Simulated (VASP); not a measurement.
Input of a VASP 6.6.1 run:

INCAR

```
SYSTEM = SnPHO3
PREC = Accurate
ENCUT = 520
EDIFF = 1E-6
ISMEAR = -1
SIGMA = 0.1
LREAL = .FALSE.
LASPH = .TRUE.
NELM = 100
ALGO = Normal
ISIF = 2
LWAVE = .FALSE.
LCHARG = .TRUE.
GGA = PS
LELF = .TRUE.
LVHAR = .TRUE.
NBANDS = 50
```

KPOINTS

```
Automatic mesh
0
G
  3 2 3
  0 0 0
```

The input POSCAR:

```
SnPHO3
1.0
    4.5832470500      0.0429597200      4.0306243200
    3.4814088000     -6.5044285100     -0.0761771600
    2.4490200500     -0.0031599600     -4.1316512200
Sn P O H
2 2 6 2
Direct
    0.7622256489      0.2708640815      0.8294239757
    0.0256101026      0.7356402698      0.5945198627
    0.3539820182      0.2835676874      0.2513380474
    0.6428509838      0.7175753068      0.0327266154
    0.6040716767      0.1578268540      0.1909079803
    0.7620217367      0.8382836566      0.8468856856
    0.1476543468      0.4267642019      0.9765779592
    0.5821331968      0.5628391463      0.9051663690
    0.4081453842      0.3924079289      0.4824400908
    0.7927628730      0.6190975039      0.3722882558
    0.2698028844      0.1265708798      0.4017193535
    0.4059928783      0.8729952369     -0.0027745636
```

Potentials or basis: VASP PAW PBE potentials, release 64 (Sn_d, P, O, H).

Run with:

```console
$ cat potpaw_PBE.64/Sn_d/POTCAR potpaw_PBE.64/P/POTCAR potpaw_PBE.64/O/POTCAR potpaw_PBE.64/H/POTCAR > POTCAR
$ mpirun -np 1 vasp_std > vasp.out
```

Task: Estimate the pressure.

Result: -4.8 GPa.

Task: What does it give for the band gap on the k mesh?

Result: 3.64 eV, indirect (least direct gap 3.65 eV).

Task: Predict the largest force.

Result: 3.229 eV/Å.

Stress tensor (GPa, compression positive):
```
-2.96  0.53 -1.20
 0.53 -5.59 -1.10
-1.20 -1.10 -5.98
```

Caveat: the k mesh is coarse (spacing up to 0.48 Å⁻¹), so the values aren't converged; the PAW data sets were made with another functional, which shifts forces and pressure a little; spin-orbit coupling is left out, which moves the levels of the heavy elements; an odd mesh through Γ misses points on the zone boundary, where band edges often lie. Expect the measured gap to be larger: semilocal functionals such as PBEsol lack the derivative discontinuity.
